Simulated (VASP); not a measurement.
Set up this calculation in VASP 6.6.1, as the native input.

```
Task                   : single point
Functional             : LDA
Potentials or basis    : VASP PAW LDA potentials, release 64 (Mn_pv, Br)
Cutoff                 : 520 eV
k mesh                 : 6 × 6 × 2
Occupations            : gaussian, width 0.05 eV
Spin                   : collinear spin, twin_end start
Starting moments       : [5.08, -5.08, 0.03, -0.03, -0.03, 0.03] μB
Hubbard terms          : Mn d U = 8.0 eV
Dipole correction      : no
Further INCAR settings : ALGO = Fast; EDIFF = 1e-06; NBANDS = 40
```

The structure of MnBr2 lies in POSCAR:

```
MnBr2
1.0
    3.8200014300      0.0000000000      0.0000000000
   -1.9100007100      3.3082182800      0.0000000000
    0.0000000000      0.0000000000     12.3800004800
Mn Br
2 4
Direct
    0.0000000000      0.0000000000      0.0000000000
    0.0000000000      0.0000000000      0.5000000000
    0.3333333333      0.6666666667      0.1250000000
    0.6666666667      0.3333333333      0.3750000000
    0.3333333333      0.6666666667      0.6250000000
    0.6666666667      0.3333333333      0.8750000000
```

The input as run:

INCAR

```
SYSTEM = MnBr2
ALGO = Fast
EDIFF = 1E-6
ENCUT = 520
GGA = CA
ISIF = 2
ISMEAR = 0
ISPIN = 2
LASPH = .TRUE.
LCHARG = .FALSE.
LDAU = .TRUE.
LDAUJ = 0 0
LDAUL = 2 -1
LDAUPRINT = 1
LDAUTYPE = 2
LDAUU = 8 0
LMAXMIX = 4
LORBIT = 11
LREAL = .FALSE.
LWAVE = .FALSE.
MAGMOM = 5.08 -5.08 0.03 -0.03 -0.03 0.03
NBANDS = 40
NELM = 150
PREC = Accurate
SIGMA = 0.05
```

KPOINTS

```
k-points
0
G
  6 6 2
  0 0 0
```

Potentials or basis: VASP PAW LDA potentials, release 64 (Mn_pv, Br).

The run is started by

```sh
$ cat potpaw_LDA.64/Mn_pv/POTCAR potpaw_LDA.64/Br/POTCAR > POTCAR
$ mpirun -np 1 vasp_std > vasp.out
```

Results of the run:

| Property | Result |
| --- | --- |
| Pressure | -0.9 GPa |
| Largest force | 0.191 eV/Å |
| Band gap on the k mesh | 3.69 eV |
| Net moment | 0.00 μB per cell |
| Site moments | Mn +4.69, -4.69; Br +0.03, -0.03 μB |
| Valence electrons inside the program's atomic spheres | Mn 11.27; Br 4.88 |

Caveat: the cell's inner coordinates are idealised or old, which leaves forces on the atoms.

Wall time 100 s on 1 thread of AMD EPYC 9R45 96-Core Processor (Zen 5), on a shared host, peak memory 0.27 GiB.
